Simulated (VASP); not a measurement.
```
Bi
1.0
    4.09413    -2.26167    -0.01571
    4.09413     2.26167    -0.01571
    2.85901     0.00000     3.70180
Bi
2
Direct
  0.23663   0.23663   0.23663
  0.76337   0.76337   0.76337
```

Method: PBEsol GGA with spin-orbit coupling, VASP's PBE PAW potentials (set 64) (plane waves; VASP). Run with 400 eV cut-off, 9×9×9 Γ-centred mesh, Gaussian smearing of 0.050 eV, potentials Bi_d.

Q: What does the run give for the energy per atom (σ→0), band gap (over mesh and band path) with the smallest direct gap where there is one?

A: 
| Quantity | Value |
|---|---|
| band gap (over mesh and band path) | none (metal, semimetal or under 0.01 eV) |
| energy per atom (σ→0) | -5.111 eV/atom |

The compound is Bi in the a7 structure. It was relaxed first.
